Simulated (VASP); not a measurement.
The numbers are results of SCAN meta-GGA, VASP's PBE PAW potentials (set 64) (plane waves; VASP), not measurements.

Input for VASP

**INCAR**
```
# general
SYSTEM   =  AuAl2
PREC     =  Accurate
ENCUT    =  520
LREAL    =  .False.
LASPH    =  .True.   # aspherical one-centre terms

# electronic loop
EDIFF    =  1E-7
NELM     =  100   # most electronic steps
ALGO     =  Normal   # blocked Davidson
LMAXMIX  =  6
LMIXTAU  =  .True.

# smearing
ISMEAR   =  1   # Methfessel-Paxton
SIGMA    =  0.1   # width (eV)

# functional
METAGGA  =  SCAN

# ions
ISIF     =  2   # forces and stress, cell fixed

# output
LWAVE    =  .False.
LCHARG   =  .False.
```

POSCAR:
```
AuAl2
1
    0.0000000000     3.0101804952     3.0101804952
    3.0101804952     0.0000000000     3.0101804952
    3.0101804952     3.0101804952     0.0000000000
Al Au
2 1
Direct
  0.2500000000   0.2500000000   0.2500000000
  0.7500000000   0.7500000000   0.7500000000
  0.0000000000   0.0000000000   0.0000000000
```

**KPOINTS**
```
K-points
0
G
 9 9 9
```

POTCAR, in this order: Al Au (PBE.64 set). Program: vasp_std.

What VASP printed:

**OSZICAR**
```
       N       E                     dE             d eps       ncg     rms          rms(c)
DAV:   1    -0.135004708704E+02   -0.13500E+02   -0.74156E+03   848   0.122E+03
DAV:   2    -0.911177721432E+02   -0.77617E+02   -0.71134E+02   944   0.213E+02
DAV:   3    -0.932825047390E+02   -0.21647E+01   -0.21364E+01  1048   0.356E+01
DAV:   4    -0.932996548482E+02   -0.17150E-01   -0.17144E-01  1000   0.365E+00
DAV:   5    -0.932999275159E+02   -0.27267E-03   -0.27265E-03  1064   0.489E-01    0.116E+01
DAV:   6    -0.868144936014E+02    0.64854E+01   -0.10458E+01   956   0.380E+01    0.439E+00
DAV:   7    -0.871600964780E+02   -0.34560E+00   -0.98567E-01   868   0.115E+01    0.206E+00
DAV:   8    -0.866638652052E+02    0.49623E+00   -0.10067E+00   868   0.111E+01    0.968E-01
DAV:   9    -0.867980921736E+02   -0.13423E+00   -0.86789E-01   844   0.109E+01    0.234E-01
DAV:  10    -0.868447901543E+02   -0.46698E-01   -0.33125E-01   868   0.642E+00    0.336E-01
DAV:  11    -0.868381333450E+02    0.66568E-02   -0.29627E-02   960   0.185E+00    0.151E-01
DAV:  12    -0.868627688660E+02   -0.24636E-01   -0.71300E-02   876   0.281E+00    0.247E-01
DAV:  13    -0.868399242161E+02    0.22845E-01   -0.48648E-02   864   0.240E+00    0.566E-02
DAV:  14    -0.868388444450E+02    0.10798E-02   -0.12882E-02   848   0.154E+00    0.378E-02
DAV:  15    -0.868382065036E+02    0.63794E-03   -0.14675E-03   864   0.597E-01    0.311E-02
DAV:  16    -0.868382541519E+02   -0.47648E-04   -0.75789E-05  1000   0.130E-01    0.276E-02
DAV:  17    -0.868382251915E+02    0.28960E-04   -0.10762E-04   876   0.155E-01    0.138E-02
DAV:  18    -0.868383278128E+02   -0.10262E-03   -0.70942E-04   860   0.352E-01    0.228E-02
DAV:  19    -0.868382388978E+02    0.88915E-04   -0.20594E-04   848   0.221E-01    0.263E-02
DAV:  20    -0.868382091469E+02    0.29751E-04   -0.73287E-05   880   0.983E-02    0.922E-03
DAV:  21    -0.868382108186E+02   -0.16716E-05   -0.10222E-05   916   0.374E-02    0.247E-03
DAV:  22    -0.868382103533E+02    0.46529E-06   -0.36050E-06   868   0.297E-02    0.373E-03
DAV:  23    -0.868382100453E+02    0.30798E-06   -0.26858E-06   856   0.261E-02    0.141E-03
DAV:  24    -0.868382094909E+02    0.55442E-06   -0.53084E-07   880   0.120E-02    0.526E-04
DAV:  25    -0.868382092876E+02    0.20325E-06   -0.70765E-08   468   0.381E-03    0.228E-04
DAV:  26    -0.868382092594E+02    0.28181E-07   -0.11255E-08   452   0.140E-03
   1 F= -.86838209E+02 E0= -.86838077E+02  d E =-.396717E-03
```

OUTCAR:
```
------------------------ aborting loop because EDIFF is reached ----------------------------------------
  FORCE on cell =-STRESS in cart. coord.  units (eV):
  Direction    XX          YY          ZZ          XY          YZ          ZX
  --------------------------------------------------------------------------------------
  Total       -1.1280805     -1.1280805     -1.1280805     -0.0000000     -0.0000000     -0.0000000
  in kB      -33.1316491    -33.1316491    -33.1316491     -0.0000000     -0.0000000     -0.0000000
  external PRESSURE =     -33.1316491 kB  Pullay stress =       0.0000000 kB
  volume of cell :       54.55
      direct lattice vectors                 reciprocal lattice vectors
     0.000000000  3.010180495  3.010180495    -0.166102996  0.166102996  0.166102996
     3.010180495  0.000000000  3.010180495     0.166102996 -0.166102996  0.166102996
     3.010180495  3.010180495  0.000000000     0.166102996  0.166102996 -0.166102996
 POSITION                                       TOTAL-FORCE (eV/Angst)
 -----------------------------------------------------------------------------------
      1.50509      1.50509      1.50509         0.000000      0.000000      0.000000
      4.51527      4.51527      4.51527        -0.000000     -0.000000      0.000000
      0.00000      0.00000      0.00000        -0.000000     -0.000000     -0.000000
 -----------------------------------------------------------------------------------
    total drift:                                0.000000     -0.000000      0.000000
  FREE ENERGIE OF THE ION-ELECTRON SYSTEM (eV)
  ---------------------------------------------------
  free  energy   TOTEN  =       -86.8382092594 eV

  energy  without entropy=      -86.8378125425  energy(sigma->0) =      -86.83807702
```
(Selected blocks of OUTCAR.)

The compound is AuAl2 in the fluorite structure. This cell is one point of a volume scan, at 1.03 of the reference volume. The electron count is odd and the run is not spin-polarised, which forces a metal.
